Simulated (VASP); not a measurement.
Output of a VASP run:

**OSZICAR**
```
       N       E                     dE             d eps       ncg     rms          rms(c)
DAV:   1    -0.146701437707E+02   -0.14670E+02   -0.32778E-01   384   0.637E+00    0.211E+00
DAV:   2    -0.146720563868E+02   -0.19126E-02   -0.14624E-02   552   0.109E+00    0.124E+00
DAV:   3    -0.146704372804E+02    0.16191E-02   -0.11160E-03   428   0.410E-01    0.641E-01
DAV:   4    -0.146699752057E+02    0.46207E-03   -0.53909E-04   548   0.252E-01    0.338E-01
DAV:   5    -0.146698556563E+02    0.11955E-03   -0.17157E-04   600   0.132E-01    0.184E-01
DAV:   6    -0.146698239929E+02    0.31663E-04   -0.36790E-05   568   0.645E-02    0.102E-01
DAV:   7    -0.146698152125E+02    0.87803E-05   -0.79910E-06   552   0.312E-02    0.579E-02
DAV:   8    -0.146698128923E+02    0.23202E-05   -0.23755E-06   400   0.166E-02    0.333E-02
DAV:   9    -0.146698123398E+02    0.55249E-06   -0.69115E-07   208   0.957E-03
   1 F= -.14669812E+02 E0= -.14669812E+02  d E =-.969713E-23
```

### OUTCAR
```
------------------------ aborting loop because EDIFF is reached ----------------------------------------
  FORCE on cell =-STRESS in cart. coord.  units (eV):
  Direction    XX          YY          ZZ          XY          YZ          ZX
  --------------------------------------------------------------------------------------
  Total        0.1874911      0.1874911      0.1874911      0.0000000     -0.0000000      0.0000000
  in kB        9.0659567      9.0659567      9.0659567      0.0000000     -0.0000000      0.0000000
  external PRESSURE =       9.0659567 kB  Pullay stress =       0.0000000 kB
  volume of cell :       33.13
      direct lattice vectors                 reciprocal lattice vectors
     0.000000000  2.549270285  2.549270285    -0.196134558  0.196134558  0.196134558
     2.549270285  0.000000000  2.549270285     0.196134558 -0.196134558  0.196134558
     2.549270285  2.549270285  0.000000000     0.196134558  0.196134558 -0.196134558
  FREE ENERGIE OF THE ION-ELECTRON SYSTEM (eV)
  ---------------------------------------------------
  free  energy   TOTEN  =       -14.6698123398 eV

  energy  without entropy=      -14.6698123398  energy(sigma->0) =      -14.66981234

  exchange ACFDT corr.  =         0.00000000  see jH, gK, PRB 81, 115126
```
(Selected blocks of OUTCAR.)

File POSCAR:
```
SrO
1
    0.0000000000     2.5492702849     2.5492702849
    2.5492702849     0.0000000000     2.5492702849
    2.5492702849     2.5492702849     0.0000000000
Sr O
1 1
Direct
  0.0000000000   0.0000000000   0.0000000000
  0.5000000000   0.5000000000   0.5000000000
```

Q: Write an INCAR and KPOINTS that could have produced this output.

A: This is not unique; one that fits is the input of the run itself, HSEsol screened hybrid, plane waves, VASP's PBE PAW potentials (set 64).

### KPOINTS
```
Regular mesh
0
Gamma
6 6 6
0 0 0
```

### INCAR
```
SYSTEM = SrO
PREC = Accurate; ENCUT = 520; LREAL = .FALSE.
LASPH = .TRUE.; ISYM = 3
EDIFF = 1E-6; NELM = 60; ALGO = Normal
LMAXMIX = 4
ISMEAR = 0; SIGMA = 0.05
GGA = PS; LHFCALC = .TRUE.; AEXX = 0.25
HFSCREEN = 0.2; PRECFOCK = Fast
ISIF = 2
LWAVE = .FALSE.; LCHARG = .FALSE.
```

POTCAR, in this order: Sr_sv O (PBE.64 set). Program: vasp_std. Read from the step before: WAVECAR.

The compound is SrO in the rock salt structure. This cell is one point of a volume scan, at 0.94 of the reference volume. The cell's shape comes from a PBE relaxation.
